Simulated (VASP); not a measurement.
Level of theory: PBEsol GGA, VASP's PBE PAW potentials (set 64) (plane waves; VASP).

VASP input:

### INCAR
```
! general
SYSTEM  = MoW
PREC    = Accurate
ENCUT   = 400
LREAL   = .False.
LASPH   = .True.

! electronic loop
EDIFF   = 1E-7
NELM    = 100
ALGO    = Normal
LMAXMIX = 6

! smearing
ISMEAR  = -5

! functional
GGA     = PS

! ions
ISIF    = 2

! output
LWAVE   = .False.
LCHARG  = .True.
LORBIT  = 11
NEDOS   = 601
```

POSCAR:
```
MoW
1
   -3.1441473639     3.1342280425     3.1342280425
    1.5720736820    -1.5752585457     1.5752585457
    1.5720736820     1.5752585457    -1.5752585457
W Mo
1 1
Direct
  0.0000000000   0.0000000000   0.0000000000
  0.5000000000   0.0000000000   0.0000000000
```

### KPOINTS
```
Automatic mesh
0
gamma
  9 18 18
0 0 0
```

POTCAR, in this order: W_sv Mo_sv (PBE.64 set). Program: vasp_std.

The resulting files:

**OSZICAR**
```
       N       E                     dE             d eps       ncg     rms          rms(c)
DAV:   1     0.236787105101E+03    0.23679E+03   -0.14486E+04 16428   0.145E+03
DAV:   2    -0.195132435246E+02   -0.25630E+03   -0.25211E+03 18252   0.450E+02
DAV:   3    -0.269330884333E+02   -0.74198E+01   -0.72520E+01 20492   0.722E+01
DAV:   4    -0.270299240691E+02   -0.96836E-01   -0.95536E-01 19756   0.725E+00
DAV:   5    -0.270309097115E+02   -0.98564E-03   -0.98247E-03 19150   0.729E-01    0.276E+01
DAV:   6    -0.258503735020E+02    0.11805E+01   -0.23620E+00 17952   0.143E+01    0.974E+00
DAV:   7    -0.256604309950E+02    0.18994E+00   -0.14692E+00 21044   0.888E+00    0.183E+00
DAV:   8    -0.255936806059E+02    0.66750E-01   -0.58218E-01 20044   0.405E+00    0.104E+00
DAV:   9    -0.255843444434E+02    0.93362E-02   -0.31671E-02 20514   0.127E+00    0.289E-01
DAV:  10    -0.255839130717E+02    0.43137E-03   -0.13737E-03 22918   0.323E-01    0.912E-02
DAV:  11    -0.255839087436E+02    0.43281E-05   -0.83476E-05 20868   0.685E-02    0.316E-02
DAV:  12    -0.255839145956E+02   -0.58520E-05   -0.93801E-06 19612   0.270E-02    0.886E-03
DAV:  13    -0.255839164712E+02   -0.18756E-05   -0.75151E-07 18382   0.731E-03    0.249E-03
DAV:  14    -0.255839159436E+02    0.52756E-06   -0.33897E-08  9140   0.166E-03    0.643E-04
DAV:  15    -0.255839158639E+02    0.79693E-07   -0.64730E-09  8756   0.637E-04
   1 F= -.25583916E+02 E0= -.25583916E+02  d E =0.000000E+00
```

**OUTCAR**
```
------------------------ aborting loop because EDIFF is reached ----------------------------------------
  FORCE on cell =-STRESS in cart. coord.  units (eV):
  Direction    XX          YY          ZZ          XY          YZ          ZX
  --------------------------------------------------------------------------------------
  Total        0.0330506      0.0585048      0.0585048      0.0000000      0.0980700      0.0000000
  in kB        1.7055923      3.0191638      3.0191638      0.0000000      5.0609417      0.0000000
  external PRESSURE =       2.5813066 kB  Pullay stress =       0.0000000 kB
  volume of cell :       31.05
      direct lattice vectors                 reciprocal lattice vectors
    -3.144147364  3.134228043  3.134228043     0.000000000  0.159528915  0.159528915
     1.572073682 -1.575258546  1.575258546     0.318051250  0.000824809  0.318233022
     1.572073682  1.575258546 -1.575258546     0.318051250  0.318233022  0.000824809
 POSITION                                       TOTAL-FORCE (eV/Angst)
 -----------------------------------------------------------------------------------
      0.00000      0.00000      0.00000        -0.000000     -0.000000      0.000000
     -1.57207      1.56711      1.56711         0.000000      0.000000     -0.000000
 -----------------------------------------------------------------------------------
    total drift:                               -0.000000     -0.000000      0.000000
  FREE ENERGIE OF THE ION-ELECTRON SYSTEM (eV)
  ---------------------------------------------------
  free  energy   TOTEN  =       -25.5839158639 eV

  energy  without entropy=      -25.5839158639  energy(sigma->0) =      -25.58391586

 total charge

# of ion       s       p       d       tot
------------------------------------------
    1        2.419   6.337   3.361  12.118
    2        2.380   6.227   3.944  12.551
--------------------------------------------------
tot          4.800  12.565   7.305  24.669
```
(Selected blocks of OUTCAR.)

For a metal the tetrahedron method with Blöchl corrections gives inexact stress and forces.

The structure was generated: MoW was put into an ordered model structure (Cmmm), which need not be its known phase. It was relaxed first.
